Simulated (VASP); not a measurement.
Input of a VASP 6.6.1 run:

INCAR

```
ALGO = Fast ; EDIFF = 1E-6
ENCUT = 520 ; GGA = PE
ISIF = 2 ; ISMEAR = -1
IVDW = 12 ; LASPH = T
LCHARG = F ; LREAL = Auto
LWAVE = F ; NBANDS = 64
NELM = 80 ; PREC = Accurate
SIGMA = 0.05
```

File KPOINTS:

```
k-points
0
Gamma
  1 1 1
```

The input POSCAR:

```
H6C2O
1.0
    7.2936330000      0.0000000000      0.0000000000
    0.0000000000      7.2936330000      0.0000000000
    0.0000000000      0.0000000000      7.2936330000
C O H
8 4 24
Direct
    0.3047126000      0.8442156000      0.6758988000
    0.3748244000      1.0392912000      0.6769711000
    1.0377936000      0.3667129000      0.4503718000
    0.8748697000      0.4946436000      0.4581697000
    0.5146135000      0.5903638000      0.1421288000
    0.3560848000      0.7239300000      0.1420288000
    0.5884239000      0.1224355000      0.0883216000
    0.7902499000      0.1464703000      0.1290629000
    0.5675635000      1.0310032000      0.7094260000
    0.7140768000      0.3832273000      0.4566084000
    0.1944893000      0.6214316000      0.1013921000
    0.8888314000      0.0730531000     -0.0231277000
    0.6138233000      1.1558814000      0.7103411000
    0.3452162000      1.1058073000      0.5450054000
    0.3054322000      1.1187890000      0.7845854000
    0.1568384000      0.8412397000      0.6515045000
    0.3729652000      0.7658284000      0.5681816000
    0.3332284000      0.7787948000      0.8074775000
    0.6086001000      0.4643766000      0.4615916000
    0.8808975000      0.5788022000      0.5830576000
    0.8766990000      0.5882665000      0.3400707000
    1.1660792000      0.4442558000      0.4511754000
    1.0363367000      0.2746378000      0.5683804000
    1.0321432000      0.2840908000      0.3256816000
    0.0918219000      0.7062529000      0.1010421000
    0.3448350000      0.7912246000      0.2764196000
    0.3789583000      0.8315477000      0.0390180000
    0.6432941000      0.6609520000      0.1726144000
    0.4921648000      0.4842734000      0.2453123000
    0.5262476000      0.5245486000      0.0081923000
    1.0187851000      0.0879295000      0.0018940000
    0.8222236000      0.2924551000      0.1486113000
    0.8264076000      0.0745077000      0.2564599000
    0.5049688000      0.1763719000      0.2005573000
    0.5525817000      0.1949641000     -0.0376185000
    0.5567607000     -0.0227247000      0.0701022000
```

Potentials or basis: VASP PAW PBE potentials, release 64 (C, O, H).

Launch:

```console
$ cat potpaw_PBE.64/C/POTCAR potpaw_PBE.64/O/POTCAR potpaw_PBE.64/H/POTCAR > POTCAR
$ mpirun -np 1 vasp_gam > vasp.out
```

**Question.** What does it give for the largest force?

**Answer.** 0.704 eV/Å.

**Question.** Estimate the dispersion energy per atom.

**Answer.** -0.037 eV.

**Question.** Estimate the band gap on the k mesh.

**Answer.** 4.48 eV, direct.

Stress tensor (GPa, compression positive):
```
1.62 0.42 0.37
0.42 0.85 0.41
0.37 0.41 2.33
```

Expect the measured gap to be larger: semilocal functionals such as PBE lack the derivative discontinuity.
